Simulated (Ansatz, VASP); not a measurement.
# Ti (Titanium): VASP beside Ansatz

One calculation is typed for both programs; each brings its own data sets. How far apart do they land? Of the first pair: The structure shown is the end of the Ansatz relaxation below.

Main program and level: Ansatz 0.2.0; plane waves, with VASP 6.6.1 beside it; LDA.

### 1. Starting point

The structure is hexagonal, space group P6_3/mmc (No. 194). The conventional cell has a = 2.883 Å, b = 2.883 Å, c = 4.561 Å, α = 90.00°, β = 90.00°, γ = 120.00°. Ti has 12 Ti at 2.82 to 2.88 Å nearest.

### 2. Ansatz: relaxation, LDA

Ansatz runs on its PAW soft_1 files.

This run makes the geometry at which the two programs are then compared.

Input file input.yaml:

```yaml
crystal:
  lattice:
    - [2.8825457135, 0.0, 0.0]
    - [-1.4412728568, 2.4963578155, 0.0]
    - [0.0, 0.0, 4.5640213008]
  atoms:
    - { symbol: Ti, position: [0.3333333333, 0.6666666667, 0.25] }
    - { symbol: Ti, position: [0.6666666667, 0.3333333333, 0.75] }
kpoints:
  mp_grid: { grid: [18, 18, 12] }
hamiltonian:
  xc: lda
  pseudopotentials: { kind: paw, azcp: { folder: soft_1 }, xc_functional: pbe }
scf:
  occupations: { method: methfessel_paxton, width: 0.2 }
output:
  forces: true
  stress: true
  eigenvalues: true
relax:
  adjacent_minimum: "off"
  f_tol: 0.001
  max_steps: 60
  cell: { stress_tol: 0.01, fix: [volume] }
```

On the command line:

```console
$ ansatz run input.yaml --threads 4 --pin off --max-ram 10240MiB --backend cpu --events-out ev --progress --plain --runs-dir out
```

Numbers of over 12 decimals in the logs are rounded to 6 here.

The program printed:

```text
Engine: ansatz 0.2.0, x86_64-unknown-linux-gnu
Pseudopotentials: kind: paw
Pseudopotential: Ti, paw, valence charge 12, recommended cutoff 420 eV (normal), soft_1/Ti.paw.azcp
Functional definition: SPW92
  exchange = slater_x
  correlation = pw_c
Crystal: 2 atoms, lattice volume = 32.842 Å³
Basis set: ecut = 420 eV, 627 PW (Γ)
Bands: 16, of which v1, the nominal top of the filled ones, is band 12 counted from 1 (11 counted from 0)
Symmetry: 24 space group operations
Space group: P63/mmc (ITA 194), of the structure as read, at distance tolerance 3.2e-5 Å
k-points: 259 of 3888
Non-local potential: Ti, projectors of the file, l = 0: 3, l = 1: 2, l = 2: 3, l = 3: 1
PAW form: soft (Blöchl's): semilocal exchange-correlation on the pseudo side does not see the compensation charge
PAW frozen core: Ti, regenerated for the run's functional, and the local potential with it (the file was generated under x = pbe(κ = 0.804, μ = 0.219515), c = pbe(β = 0.066725))
PAW one-centre angular grid: Ti, 590 points (default); XC on 64 Gauss nodes
Initial density: superposition of atomic densities (chi_scale 0.1, normalization cell)
Initial wavefunctions: pseudopotential atomic-orbital guess
Functional: x = slater, c = lda
SCF iter   1: F=—  HF=-4901.029949 eV  |F-HF|=—  |Δ(HF+E_count)|=         —  Δρ=6.12e-2  dr2=1.23e0  ethr=3.10e-3  ⟨swp⟩=2.9  Hψ=15209  notcnv=0
preconditioner: auto → none  [metal: Δε(μ)=0.008 eV  Ē_g=3.233 eV  σ=0.200 eV  W_gap=0.03  n_scr=8 (ndim 8)  ℏωp=18.3 eV  f_vac=0.000  D(μ)=1.60/eV (n_scr^D=22)  sad-step TF]
SCF iter   2: F=—  HF=-4900.714391 eV  |F-HF|=—  |Δ(HF+E_count)|=   3.16e-1  S|Δr|=    0.00e0  Δρ=3.03e-2  dr2=3.21e-1  ethr=3.10e-3  ⟨swp⟩=2.5  Hψ=8286  notcnv=0
SCF iter   3: F=—  HF=-4900.610071 eV  |F-HF|=—  |Δ(HF+E_count)|=   1.04e-1  S|Δr|=    0.00e0  Δρ=1.64e-3  dr2=4.54e-4  ethr=1.34e-3  ⟨swp⟩=2.3  Hψ=6740  notcnv=0
SCF iter   4: F=—  HF=-4900.610630 eV  |F-HF|=—  |Δ(HF+E_count)|=   5.58e-4  S|Δr|=    0.00e0  Δρ=2.14e-4  dr2=1.06e-5  ethr=1.89e-6  ⟨swp⟩=2.3  Hψ=7379  notcnv=0
SCF iter   5: F=—  HF=-4900.610646 eV  |F-HF|=—  |Δ(HF+E_count)|=   1.60e-5  S|Δr|=    0.00e0  Δρ=4.33e-5  dr2=4.07e-7  ethr=4.43e-8  ⟨swp⟩=2.0  Hψ=5126  notcnv=0
SCF iter   6: F=-4900.610646 eV  HF=-4900.610646 eV  |F-HF|=2.68e-9  |Δ(HF+E_count)|=   1.36e-7  S|Δr|=    0.00e0  Δρ=4.66e-6  dr2=3.71e-9  ethr=4.17e-10  ⟨swp⟩=5.1  Hψ=17200  notcnv=0
SCF 1 converged in 6 iterations: F = -4900.610646 eV  dr2 = 3.71e-9
  greatest PAW one-centre occupation: 0.998 electrons in one spin orbital (limit 2), on the Ti atom at site 1 (counted from 0), in its partial waves of l = 0
relax step   1: F+E_penalty+E_count = -4900.61064551 eV  Δ(F+E_penalty+E_count) = +0.000e0 eV  max|allowed force component| = 2.220e-16 eV/Å  Δτ_max = 0.0000 Å  P = -2.437 GPa  Ω = 32.842 Å³  fix = [volume]  reactions: volume -2.437 GPa  (6 SCF iters, dr2 threshold 1.00e-7 eV, accepted)
[...]
relax step   2: F+E_penalty+E_count = -4900.61065094 eV  Δ(F+E_penalty+E_count) = -5.430e-6 eV  max|allowed force component| = 7.401e-17 eV/Å  Δτ_max = 0.0000 Å  P = -2.435 GPa  Ω = 32.842 Å³  energy of the carried Pulay correction = -3.944e-9 eV  fix = [volume]  reactions: volume -2.435 GPa  (3 SCF iters, dr2 threshold 9.78e-9 eV, accepted)
[...]
relax step   3: F+E_penalty+E_count = -4900.61065112 eV  Δ(F+E_penalty+E_count) = -1.708e-7 eV  max|allowed force component| = 1.665e-16 eV/Å  Δτ_max = 0.0000 Å  P = -2.434 GPa  Ω = 32.842 Å³  energy of the carried Pulay correction = -4.780e-9 eV  fix = [volume]  reactions: volume -2.434 GPa  (3 SCF iters, dr2 threshold 2.99e-10 eV, accepted)
[...]
relax step   4: F+E_penalty+E_count = -4900.61065086 eV  Δ(F+E_penalty+E_count) = +2.560e-7 eV  max|allowed force component| = 2.220e-16 eV/Å  Δτ_max = 0.0000 Å  P = -2.434 GPa  Ω = 32.842 Å³  fix = [volume]  reactions: volume -2.434 GPa  stress off target by 5.06e-5 GPa on what of the cell is left free  SCF on the basis re-selected at this cell (its energy is not comparable with the rows above)  (3 SCF iters)
basis re-selected at this cell: Δ(F+E_penalty+E_count) = +2.560e-7 eV, ΔP = +0.000 GPa vs the last step (what re-selecting the basis moved, of the pressure what is left beyond the Pulay correction that the steps carried, after the strain that the cell walked since its last selection, with what the two solves' SCF thresholds leave and, on support functions, any second-order correction that the steps lacked; it is no m [...]
SCF converged after 3 iterations
Stability not checked: this state was not tested for a lower state beside it, because cold or Methfessel-Paxton smearing, or corrected tetrahedra, fill the levels in a way that the test cannot read (fill_not_monotonic; see scf.lower_state_search)
Free energy (F): -4900.610651 eV
Harris-Foulkes:  -4900.610651 eV  (|F-HF|=0.00e0)
Internal energy: -4900.614650 eV  (E = F + TS)
E sigma→0 (E₀):  -4900.611651 eV
Entropy (-TS):   0.003999 eV (2.000 meV/atom)
Fermi energy:    13.880298 eV
--- Per-component energies (eV) ---
  E_band       = -296.325312
  E_kinetic    = 564.587969
  E_local      = -1692.604484  (includes V_loc(G=0)·N_el)
  E_nonlocal   = 129.981952
  E_hartree    = 671.599536
  E_xc         = -230.846928
  E_vxc        = -290.851340  (∫ρ·V_xc dr)
  E_paw        = -1988.188317  (= ΣΔE_a)
  E_vpaw       = -350.638332  (= ΣTr[D̂ρ^β])
  E_aug_tail   = -0.000159  (compensation charges beyond the density's cutoff)
  E_ewald      = -2355.796120
  E_core_change = 0.651901  (= ΣΔE_core)
  E_smearing   = 0.003999  (= −TS)
  E_closure    = 0.000000  (closes the sum)
  Σ components = -4900.610651   (vs F -4900.610651, Δ=0.00e0)
--- Forces (eV/Å), atoms counted from 1 ---
  atom   1  Ti     0.00000000    -0.00000000    -0.00000000
  atom   2  Ti    -0.00000000     0.00000000     0.00000000
  max |Σ_I F_I| component: 3.70e-17 eV/Å
--- Stress (GPa, compression-positive) ---
       -2.434251      -0.000000       0.000000
       -0.000000      -2.434251      -0.000000
        0.000000      -0.000000      -2.434327
  P = ⅓ Tr σ = -2.4343 GPa (-24.343 kbar)
--- Band table (eV; the first three rows and the last of 259) ---
  k-point 0: bands = [... 8 lower, 7.6437, 11.0562, 14.6437, 14.6437, 14.7893, 14.9064, 15.1888, 15.1888]
  k-point 1: bands = [... 8 lower, 7.7058, 11.0369, 14.6089, 14.6089, 14.7541, 14.7856, 15.1525, 15.1525]
  k-point 2: bands = [... 8 lower, 7.8894, 10.9639, 14.4899, 14.5377, 14.5377, 14.6528, 15.0542, 15.0542]
  k-point 258: bands = [... 8 lower, 12.5615, 12.5615, 12.6967, 12.6967, 13.7080, 13.7080, 15.6169, 15.6169]
--- Relaxed structure (3 steps of the walk, 3 accepted, 1 SCFs on fresh bases) ---
  F+E_penalty+E_count = -4900.61065086 eV   max|allowed force component| = 2.220e-16 eV/Å   (the final SCF, on the basis selected at the relaxed cell)
  cell:  # Å, volume = 32.8421 Å³
    - [2.883385, 2.8875761001434916e-11, 0.0]
    - [-1.441693, 2.497085, 0.0]
    - [0.0, 0.0, 4.561364]
  atoms:
    - { symbol: Ti, position: [0.333333, 0.666667, 0.250000] }
    - { symbol: Ti, position: [0.666667, 0.333333, 0.750000] }
```

### 3. VASP: single point, LDA

The same cell, functional (in two slightly different forms), mesh and smearing now go to VASP, with its own data sets.

Lines of VASP's logs that name or quote its potential files are left out, and so is its time.

Input file INCAR:

```
SYSTEM = Ti
PREC = Accurate
ENCUT = 500
EDIFF = 1E-06
NELM = 120
ISMEAR = 1
SIGMA = 0.2
LREAL = .FALSE.
ALGO = Normal
GGA = PW92
NBANDS = 18
LASPH = .TRUE.
LORBIT = 11
LWAVE = .FALSE.
LCHARG = .FALSE.
ISIF = 2
GGA_COMPAT = .FALSE.
KPAR = 2
```

Input file POSCAR:

```
Ti
1.0
    2.8833852133      0.0000000000      0.0000000000
   -1.4416926067      2.4970848436      0.0000000000
    0.0000000000      0.0000000000      4.5613640513
Ti
2
Direct
    0.3333333334      0.6666666668      0.2500000000
    0.6666666668      0.3333333334      0.7500000000
```

Input file KPOINTS:

```
Automatic mesh
0
Gamma
18 18 12
0 0 0
```

The projector-augmented-wave data sets are Ti_sv (LDA family, release 64).

On the command line:

```console
$ mpirun -np 2 vasp_std
```

The program printed:

```text
[banner, memory and clock lines left out]
running    2 mpi-ranks, on    1 nodes
 distrk:  each k-point on    1 cores,    2 groups
 distr:  one band on    1 cores,    1 groups

 POSCAR found type information on POSCAR Ti
 POSCAR found :  1 types and       2 ions
|                                                                             |
|               ----> ADVICE to this user running VASP <----                  |
|                                                                             |
|     You enforced a specific xc type in the INCAR file but a different       |
|     [... a line on the potential file left out ...]
|     I HOPE YOU KNOW WHAT YOU ARE DOING!                                     |
|                                                                             |

 LDA part: xc-table for (Slater(with rela. corr.)+PW92), standard interpolation
 POSCAR, INCAR and KPOINTS ok, starting setup
 FFT: planning ... GRIDC
 FFT: planning ... GRID_SOFT
 FFT: planning ... GRID
 WAVECAR not read
 entering main loop
       N       E                     dE             d eps       ncg     rms          rms(c)
DAV:   1     0.253181899857E+03    0.25318E+03   -0.13009E+04  9340   0.163E+03
DAV:   2     0.102071219391E+02   -0.24297E+03   -0.23989E+03  9482   0.450E+02
DAV:   3    -0.178999722972E+02   -0.28107E+02   -0.27772E+02 17556   0.125E+02
DAV:   4    -0.189894629990E+02   -0.10895E+01   -0.10886E+01 10636   0.261E+01
DAV:   5    -0.190414648650E+02   -0.52002E-01   -0.51993E-01 14532   0.404E+00    0.122E+01
DAV:   6    -0.170749152569E+02    0.19665E+01   -0.71733E+00 11000   0.278E+01    0.318E+00
DAV:   7    -0.170525575350E+02    0.22358E-01   -0.73208E-01 14166   0.626E+00    0.202E+00
DAV:   8    -0.170778503773E+02   -0.25293E-01   -0.22364E-01 10684   0.592E+00    0.739E-01
DAV:   9    -0.170689659176E+02    0.88845E-02   -0.47914E-02 10820   0.248E+00    0.802E-02
DAV:  10    -0.170694243041E+02   -0.45839E-03   -0.30393E-03 13620   0.364E-01    0.909E-02
DAV:  11    -0.170694404733E+02   -0.16169E-04   -0.19577E-04 12094   0.122E-01    0.400E-02
DAV:  12    -0.170694304391E+02    0.10034E-04   -0.40587E-05 11050   0.614E-02    0.384E-03
DAV:  13    -0.170694301061E+02    0.33302E-06   -0.22036E-06  8248   0.120E-02
   1 F= -.17069430E+02 E0= -.17070732E+02  d E =0.390442E-02
```

OUTCAR, selected parts (step 3):

```text
ion  position               nearest neighbor table
   1  0.333  0.667  0.250-   2 2.82   2 2.82   2 2.82   2 2.82   2 2.82   2 2.82
   2  0.667  0.333  0.750-   1 2.82   1 2.82   1 2.82   1 2.82   1 2.82   1 2.82

  LATTYP: Found a hexagonal cell.
 ALAT       =     2.8833852133
 C/A-ratio  =     1.5819475075

 Subroutine GETGRP returns: Found 24 space group operations
 (whereof 12 operations were pure point group operations)

The static configuration has the point symmetry D_3d.
 The point group associated with its full space group is D_6h.

 Found    259 irreducible k-points:

   k-points           NKPTS =    259   k-points in BZ     NKDIM =    259   number of bands    NBANDS=     18

   dimension x,y,z NGX =    24 NGY =   24 NGZ =   36
   dimension x,y,z NGXF=    48 NGYF=   48 NGZF=   72

   ENCUT  =  500.0 eV  36.75 Ry    6.06 a.u.   5.26  5.26  8.32*2*pi/ulx,y,z

   NELECT =      24.0000    total number of electrons

 k-points in reciprocal lattice and weights: Automatic mesh
   0.00000000  0.00000000  0.00000000       0.000
   0.05555556 -0.00000000  0.00000000       0.002
   0.11111111 -0.00000000  0.00000000       0.002
   0.16666667 -0.00000000  0.00000000       0.002
   0.22222222 -0.00000000  0.00000000       0.002
   0.27777778 -0.00000000  0.00000000       0.002
   0.33333333 -0.00000000  0.00000000       0.002
   0.38888889 -0.00000000  0.00000000       0.002
   0.44444444 -0.00000000  0.00000000       0.002
[...]
0.33333333  0.27777778  0.50000000       0.003
   0.33333333  0.33333333  0.50000000       0.001

 average (electrostatic) potential at core
       1 -71.8578       2 -71.8578

 E-fermi :   8.7100

 k-point     1 :       0.0000    0.0000    0.0000
  band No.  band energies     occupation
    ...
      6     -23.5598      2.00000
      7     -23.5247      2.00000
      8     -23.5247      2.00000
      9       2.4542      2.00000
     10       5.8823      2.00000
     11       9.4685     -0.00000
     12       9.4685     -0.00000
     13       9.6111     -0.00000
     14       9.7606     -0.00000
     15      10.0111     -0.00000
    ...

 k-point     2 :       0.0556   -0.0000    0.0000
  band No.  band energies     occupation
    ...
      6     -23.5634      2.00000
      7     -23.5429      2.00000
      8     -23.5269      2.00000
      9       2.5463      2.00000
     10       5.9559      2.00000
     11       9.2696     -0.00055
     12       9.5348     -0.00000
     13       9.5425     -0.00000
     14       9.7719     -0.00000
     15       9.9635     -0.00000
    ...

 k-point     3 :       0.1111   -0.0000    0.0000
  band No.  band energies     occupation
    ...
      6     -23.5946      2.00000
      7     -23.5740      2.00000
      8     -23.5334      2.00000
      9       2.8168      2.00000
     10       6.1634      2.00000
     11       8.9649     -0.07019
     12       9.0537     -0.03549
     13       9.7305     -0.00000
     14       9.8080     -0.00000
     15      10.0118     -0.00000
    ...

  Total       -0.5544656     -0.5544656     -0.5513413      0.0000000      0.0000000      0.0000000
  in kB      -27.0492027    -27.0492027    -26.8967877      0.0000000      0.0000000      0.0000000
  external PRESSURE =     -26.9983977 kB  Pullay stress =       0.0000000 kB

  energy-cutoff  :      500.00
  volume of cell :       32.84
      direct lattice vectors                 reciprocal lattice vectors
     2.883385213  0.000000000  0.000000000     0.346814569  0.200233485  0.000000000
    -1.441692607  2.497084844  0.000000000     0.000000000  0.400466970  0.000000000
     0.000000000  0.000000000  4.561364051     0.000000000  0.000000000  0.219232666

 POSITION                                       TOTAL-FORCE (eV/Angst)
 -----------------------------------------------------------------------------------
     -0.00000      1.66472      1.14034        -0.000000     -0.000000      0.000000
      1.44169      0.83236      3.42102         0.000000      0.000000     -0.000000
 -----------------------------------------------------------------------------------
    total drift:                               -0.000000     -0.000000      0.000000

  FREE ENERGIE OF THE ION-ELECTRON SYSTEM (eV)
  ---------------------------------------------------
  free  energy   TOTEN  =       -17.0694301061 eV

  energy  without entropy=      -17.0733345268  energy(sigma->0) =      -17.07073158

 total charge
# of ion       s       p       d       tot
------------------------------------------
    1        2.265   6.128   1.953  10.346
    2        2.265   6.128   1.953  10.346
--------------------------------------------------
tot          4.529  12.256   3.907  20.692

[... 3 further parts left out ...]
```

The run ends at a pressure of -2.70 GPa.

### 4. Comparison

Known differences besides the potentials themselves: the cutoff is 420 eV in Ansatz and 500 eV in VASP; VASP's log shows a relativistic correction to its local exchange, Ansatz's none; Ansatz's pressure holds a Pulay correction, VASP's none. Total energies have different zeros and are not compared.

The two programs side by side:

```tsv
quantity	Ansatz	VASP	difference
pressure (GPa)	-2.43	-2.70	+0.27
```

[end of part 1 of 2]

[Lines on the potential files, build, host, timing and source positions are cut from VASP's logs without a mark.]

[Logs are printed without paths, hosts, clocks, repeated set-up lines and the standing remarks that a program may print on its own settings, such as how far it seeks lower states.]

[Hosts, paths, dates, database ids (printed as entryN), source tags and the programs' standing remarks are cut or masked in the printed files.]
